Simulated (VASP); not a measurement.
# PtF2 (Fm-3m) in VASP: a series of runs, part 2 of 2

VASP 6.6.1. Earlier steps stand in the parts before.

### Step 3. Single point, PBE+U, collinear spin, ferromagnetic start

INCAR reads:

```
ALGO = Normal
EDIFF = 1E-7
ENCUT = 520
GGA = PE
ISIF = 2
ISMEAR = 0
ISPIN = 2
LASPH = T
LCHARG = F
LDAU = T
LDAUJ = 0 0
LDAUL = 2 -1
LDAUPRINT = 1
LDAUTYPE = 2
LDAUU = 3 0
LMAXMIX = 4
LORBIT = 11
LREAL = F
LWAVE = F
MAGMOM = 0.5 0 0
NBANDS = 23
NELM = 100
NUPDOWN = 1
PREC = Accurate
SIGMA = 0.05
```

KPOINTS reads:

```
k-points
0
Gamma
  6 6 6
```

POSCAR reads:

```
PtF2
1.0
    0.0000000000      2.5525506100      2.5525506100
    2.5525506100      0.0000000000      2.5525506100
    2.5525506100      2.5525506100      0.0000000000
Pt F
1 2
Direct
    0.0000000000      0.0000000000      0.0000000000
    0.2500000000      0.2500000000      0.2500000000
    0.7500000000      0.7500000000      0.7500000000
```

Potentials or basis: VASP PAW PBE potentials, release 64 (Pt, F).

Command:

```bash
$ cat potpaw_PBE.64/Pt/POTCAR potpaw_PBE.64/F/POTCAR > POTCAR
$ mpirun -np 1 vasp_std > vasp.out
```

OUTCAR:

```text
EDIFF = 1E-7
   ENCUT = 520
   GGA = PE
   ISIF = 2
   ISMEAR = 0
   ISPIN = 2
   LASPH = T
   LORBIT = 11
   LREAL = F
   NELM = 100
   NUPDOWN = 1
   PREC = Accurate

 ion  position               nearest neighbor table
   1  0.000  0.000  0.000-   3 2.21   3 2.21   3 2.21   2 2.21   3 2.21   2 2.21   2 2.21   2 2.21

   2  0.250  0.250  0.250-   1 2.21   1 2.21   1 2.21   1 2.21
   3  0.750  0.750  0.750-   1 2.21   1 2.21   1 2.21   1 2.21

  LATTYP: Found a face centered cubic cell.
 ALAT       =     5.1051012200

  Lattice vectors:

 A1 = (   0.0000000000,   2.5525506100,   2.5525506100)
 A2 = (   2.5525506100,   0.0000000000,   2.5525506100)
 A3 = (   2.5525506100,   2.5525506100,   0.0000000000)

Analysis of symmetry for initial positions (statically):
=====================================================================
 Subroutine PRICEL returns:
 Original cell was already a primitive cell.

 Routine SETGRP: Setting up the symmetry group for a
 face centered cubic supercell.

 Subroutine GETGRP returns: Found 48 space group operations
 (whereof 48 operations were pure point group operations)
 out of a pool of 48 trial point group operations.

The static configuration has the point symmetry O_h .

Analysis of symmetry for dynamics (positions and initial velocities):
=====================================================================
 Subroutine PRICEL returns:
 Original cell was already a primitive cell.

 Routine SETGRP: Setting up the symmetry group for a
 face centered cubic supercell.

 Subroutine GETGRP returns: Found 48 space group operations
 (whereof 48 operations were pure point group operations)
 out of a pool of 48 trial point group operations.

The dynamic configuration has the point symmetry O_h .

Analysis of structural, dynamic, and magnetic symmetry:
=====================================================================
[... 184 lines left out ...]
  ---------------------------------------------------
  free energy    TOTEN  =        -8.22392425 eV

  energy without entropy =       -8.21720615  energy(sigma->0) =       -8.22056520

 E-fermi :   6.5906     XC(G=0): -11.6481

 val. band max:        6.5888213662   @ k =  -0.3333   0.1667   0.0000
 cond. band min:       5.9317200063   @ k =  -0.3333   0.1667   0.0000
 fundamental gap:     -0.6571013599
 Fermi energy:         5.8749668857

 spin component 1

 k-point     1 :       0.0000    0.0000    0.0000
  band No.  band energies     occupation
      1     -19.4293      1.00000
      2     -17.8763      1.00000
      3      -2.7016      1.00000
      4      -2.7016      1.00000
      5      -2.7016      1.00000
      6       0.9836      1.00000
[... 405 lines left out ...]
     22      29.9928      0.00000
     23      31.8453      0.00000
 Fermi energy:         6.5906074256

 spin component 2

 k-point     1 :       0.0000    0.0000    0.0000
  band No.  band energies     occupation
      1     -19.2399      1.00000
      2     -17.6692      1.00000
      3      -2.1504      1.00000
      4      -2.1504      1.00000
      5      -2.1503      1.00000
      6       1.1890      1.00000
[... 405 lines left out ...]
     22      30.2853      0.00000
     23      32.0100      0.00000

------------------------ aborting loop because EDIFF is reached ----------------------------------------

  FORCE on cell =-STRESS in cart. coord.  units (eV):
  Direction    XX          YY          ZZ          XY          YZ          ZX
  --------------------------------------------------------------------------------------
  -------------------------------------------------------------------------------------
  Total        6.6414382      6.6414382      6.6414382     -0.0000000     -0.0000000     -0.0000000
  in kB      319.9039737    319.9039737    319.9039737     -0.0000000     -0.0000000     -0.0000000
  external PRESSURE =     319.9039737 kB  Pullay stress =       0.0000000 kB

 VOLUME and BASIS-vectors are now :
 -----------------------------------------------------------------------------
  energy-cutoff  :      520.00
  volume of cell :       33.26
      direct lattice vectors                 reciprocal lattice vectors
     0.000000000  2.552550610  2.552550610    -0.195882502  0.195882502  0.195882502
     2.552550610  0.000000000  2.552550610     0.195882502 -0.195882502  0.195882502
     2.552550610  2.552550610  0.000000000     0.195882502  0.195882502 -0.195882502

 POSITION                                       TOTAL-FORCE (eV/Angst)
 -----------------------------------------------------------------------------------
      0.00000      0.00000      0.00000         0.000000     -0.000000     -0.000000
      1.27628      1.27628      1.27628         0.000000      0.000000     -0.000000
      3.82883      3.82883      3.82883        -0.000000     -0.000000      0.000000
 -----------------------------------------------------------------------------------
    total drift:                                0.000000      0.000000      0.000000

  FREE ENERGIE OF THE ION-ELECTRON SYSTEM (eV)
  ---------------------------------------------------
  free  energy   TOTEN  =        -8.2239242513 eV

  energy  without entropy=       -8.2172061544  energy(sigma->0) =       -8.22056520

 total charge

# of ion       s       p       d       tot
------------------------------------------
    1        0.357   0.370   8.293   9.019
    2        1.762   4.287   0.000   6.049
    3        1.762   4.287   0.000   6.049
--------------------------------------------------
tot          3.880   8.944   8.293  21.117

 magnetization (x)

# of ion       s       p       d       tot
------------------------------------------
    1        0.002   0.002   0.799   0.802
    2        0.001   0.104   0.000   0.105
    3        0.001   0.104   0.000   0.105
--------------------------------------------------
tot          0.003   0.209   0.799   1.011
```

OSZICAR:

```text
N       E                     dE             d eps       ncg     rms          rms(c)
DAV:   1     0.141310350939E+03    0.14131E+03   -0.13170E+04  1512   0.997E+02
DAV:   2    -0.433510379868E+01   -0.14565E+03   -0.14024E+03  1801   0.260E+02
DAV:   3    -0.881609628220E+01   -0.44810E+01   -0.44583E+01  1745   0.432E+01
DAV:   4    -0.883805544477E+01   -0.21959E-01   -0.21958E-01  1717   0.339E+00
DAV:   5    -0.883823544948E+01   -0.18000E-03   -0.18000E-03  1759   0.311E-01    0.211E+01
DAV:   6    -0.816479845846E+01    0.67344E+00   -0.23171E+00  1521   0.161E+01    0.146E+01
DAV:   7    -0.819841236041E+01   -0.33614E-01   -0.27634E-01  1556   0.509E+00    0.873E+00
DAV:   8    -0.821064359504E+01   -0.12231E-01   -0.58328E-02  1535   0.177E+00    0.315E+00
DAV:   9    -0.822354539977E+01   -0.12902E-01   -0.74291E-03  1647   0.660E-01    0.360E-01
DAV:  10    -0.822367608921E+01   -0.13069E-03   -0.13784E-03  1675   0.294E-01    0.826E-02
DAV:  11    -0.822383366137E+01   -0.15757E-03   -0.16388E-04  1612   0.925E-02    0.537E-02
DAV:  12    -0.822392119913E+01   -0.87538E-04   -0.59625E-05  1563   0.487E-02    0.158E-02
DAV:  13    -0.822392303828E+01   -0.18391E-05   -0.20766E-06  1738   0.111E-02    0.784E-03
DAV:  14    -0.822392400596E+01   -0.96768E-06   -0.75709E-07  1549   0.561E-03    0.313E-03
DAV:  15    -0.822392425638E+01   -0.25042E-06   -0.25544E-07  1575   0.341E-03    0.229E-03
DAV:  16    -0.822392425129E+01    0.50909E-08   -0.17725E-08  1391   0.919E-04
   1 F= -.82239243E+01 E0= -.82205652E+01  d E =-.671810E-02  mag=     1.0000
```

Wall time 34 s (1 thread of AMD EPYC 7R43 (Zen 3), shared host); peak memory 0.15 GiB.

Results:

```yaml
Free_energy: -8.2239 eV
Pressure: 32.0 GPa
Net_moment: 1.00 μB per cell
Site_moments: Pt +0.80; F +0.10 μB
Valence_electrons_inside_the_program's_atomic_spheres: Pt 9.02; F 6.05
```

Eigenvalues of the final occupation matrices:
| site | spin | trace | eigenvalues |
| --- | --- | --- | --- |
| site 1 d | 1 | 4.57 | 0.89 0.89 0.89 0.95 0.95 |
| site 1 d | 2 | 3.77 | 0.63 0.63 0.63 0.94 0.94 |

Caveat: a pressure of tens of GPa on the cell as given is suspect, and the run, the potentials or the cell itself is likely at fault; the total moment is fixed, so each spin has its own Fermi level.

### Step 4. Single point, LDA+U, collinear spin, ferromagnetic start

INCAR reads:

```
  ALGO = Normal
  EDIFF = 1E-6
  ENCUT = 520
  ISIF = 2
  ISMEAR = 0
  ISPIN = 2
  LASPH = True
  LCHARG = False
  LDAU = True
  LDAUJ = 0 0
  LDAUL = 2 -1
  LDAUPRINT = 1
  LDAUTYPE = 2
  LDAUU = 4 0
  LMAXMIX = 4
  LORBIT = 11
  LREAL = False
  LWAVE = False
  MAGMOM = 0.5 0 0
  NBANDS = 23
  NELM = 80
  PREC = Accurate
  SIGMA = 0.05
```

KPOINTS is that of step 3.

POSCAR is that of step 3.

Potentials or basis: VASP PAW LDA potentials, release 64 (Pt, F).

Command:

```bash
$ cat potpaw_LDA.64/Pt/POTCAR potpaw_LDA.64/F/POTCAR > POTCAR
$ mpirun -np 1 vasp_std > vasp.out
```

Wall time 28 s (1 thread of AMD EPYC 7R43 (Zen 3), shared host); peak memory 0.12 GiB.

It converged, with:

* Free energy: -10.8430 eV
* Pressure: 18.3 GPa
* Band gap on the k mesh: none (metal or under the smearing width)
* Net moment: 2.00 μB per cell
* Site moments: Pt +1.58; F +0.22 μB
* Valence electrons inside the program's atomic spheres: Pt 9.04; F 6.03

Levels at points of the mesh, in eV from the Fermi level:
Spin up:
```
           k point  band 11  band 12  band 13  band 14  band 15  band 16
(0.00, 0.00, 0.00)    -0.81    -0.81    -0.81     0.00    10.96    10.96
(0.50, 0.00, 0.00)    -3.85    -1.18    -1.18     4.85     6.06    13.84
(0.50, 0.50, 0.00)    -3.73    -1.94    -1.94     5.96     7.90     9.66
```
Spin down:
```csv
k point,band 7,band 8,band 9,band 10,band 11,band 12,band 13,band 14,band 15,band 16
"(0.00, 0.00, 0.00)",-5.10,-5.10,-3.66,-3.66,0.33,1.52,1.52,1.52,11.14,11.14
"(0.50, 0.00, 0.00)",-6.10,-6.10,-3.18,-3.18,-0.88,0.97,0.97,5.35,6.24,14.16
"(0.50, 0.50, 0.00)",-5.83,-4.60,-3.12,-3.12,-1.04,0.36,0.36,6.49,8.13,9.84
```

Eigenvalues of the final occupation matrices:
| site | spin | trace | eigenvalues |
| --- | --- | --- | --- |
| site 1 d | 1 | 4.96 | 0.96 0.96 1.01 1.01 1.01 |
| site 1 d | 2 | 3.38 | 0.49 0.49 0.49 0.95 0.95 |

Spin-orbit coupling is left out, which matters for the levels of Pt. The state reached can hang on the start; a lower one may exist.

### Step 5. Single point, LDA+U, collinear spin, ferromagnetic start

INCAR reads:

```
ALGO = Normal
EDIFF = 1E-6
ENCUT = 520
GGA = CA
ISIF = 2
ISMEAR = 0
ISPIN = 2
LASPH = True
LCHARG = False
LDAU = True
LDAUJ = 0 0
LDAUL = 2 -1
LDAUPRINT = 1
LDAUTYPE = 2
LDAUU = 4 0
LMAXMIX = 4
LORBIT = 11
LREAL = False
LWAVE = False
MAGMOM = 0.5 0 0
NELM = 100
PREC = Accurate
SIGMA = 0.05
```

KPOINTS is that of step 4.

POSCAR is that of step 4.

Command:

```bash
$ cat potpaw_LDA.64/Pt/POTCAR potpaw_LDA.64/F/POTCAR > POTCAR
$ mpirun -np 1 vasp_std > vasp.out
```

Wall time 17 s (1 thread of AMD EPYC 7R43 (Zen 3), shared host); peak memory 0.12 GiB.

The run converged. Its results:

- Free energy: -10.8430 eV
- Pressure: 18.3 GPa
- Band gap on the k mesh: none (metal or under the smearing width)
- Net moment: 2.00 μB per cell
- Site moments: Pt +1.58; F +0.22 μB
- Valence electrons inside the program's atomic spheres: Pt 9.04; F 6.03

Levels at points of the mesh, in eV from the Fermi level:
Spin up:
| k point | band 10 | band 11 | band 12 | band 13 | band 14 | band 15 | band 16 |
| --- | --- | --- | --- | --- | --- | --- | --- |
| (0.00, 0.00, 0.00) | -4.29 | -0.81 | -0.81 | -0.81 | 0.00 | 10.96 | 10.96 |
| (0.50, 0.00, 0.00) | -4.12 | -3.85 | -1.18 | -1.18 | 4.85 | 6.06 | 13.84 |
| (0.50, 0.50, 0.00) | -3.78 | -3.73 | -1.94 | -1.94 | 5.96 | 7.90 | 9.66 |
Spin down:
| k point | band 8 | band 9 | band 10 | band 11 | band 12 | band 13 | band 14 | band 15 |
| --- | --- | --- | --- | --- | --- | --- | --- | --- |
| (0.00, 0.00, 0.00) | -5.10 | -3.66 | -3.66 | 0.33 | 1.52 | 1.52 | 1.52 | 11.14 |
| (0.50, 0.00, 0.00) | -6.10 | -3.18 | -3.18 | -0.88 | 0.97 | 0.97 | 5.35 | 6.24 |
| (0.50, 0.50, 0.00) | -4.60 | -3.12 | -3.12 | -1.04 | 0.36 | 0.36 | 6.49 | 8.13 |

Eigenvalues of the final occupation matrices:
```csv
site,spin,trace,eigenvalues
site 1 d,1,4.96,0.96 0.96 1.01 1.01 1.01
site 1 d,2,3.38,0.49 0.49 0.49 0.95 0.95
```

The run has no spin-orbit coupling, so splittings on Pt are missing. The state reached can hang on the start; a lower one may exist.

### Step 6. Summary

```tsv
level	potentials or basis	spin	U	fixed moment (μB)	gap on the mesh (eV)	pressure (GPa)	moment (μB)
PBE+U	VASP PAW PBE potentials, release 64 (Pt, F)	collinear, random start	Pt d U = 3 eV	-	none	35.8	2.01
PBE+U	VASP PAW PBE potentials, release 64 (Pt, F)	collinear, ferromagnetic start	Pt d U = 3 eV	1	-	32.0	1.00
LDA+U	VASP PAW LDA potentials, release 64 (Pt, F)	collinear, ferromagnetic start	Pt d U = 4 eV	-	none	18.3	2.00
```

Alike in all rows: task single point; cell as given; k mesh 6 × 6 × 6; cutoff (eV) 520; smearing gaussian 0.05 eV.

Caveats: a pressure of tens of GPa on the cell as given is suspect, and the run, the potentials or the cell itself is likely at fault (some runs); the total moment is fixed, so each spin has its own Fermi level (some runs).

Total energies depend on the potentials used, so only differences within one code and one set of settings carry meaning.
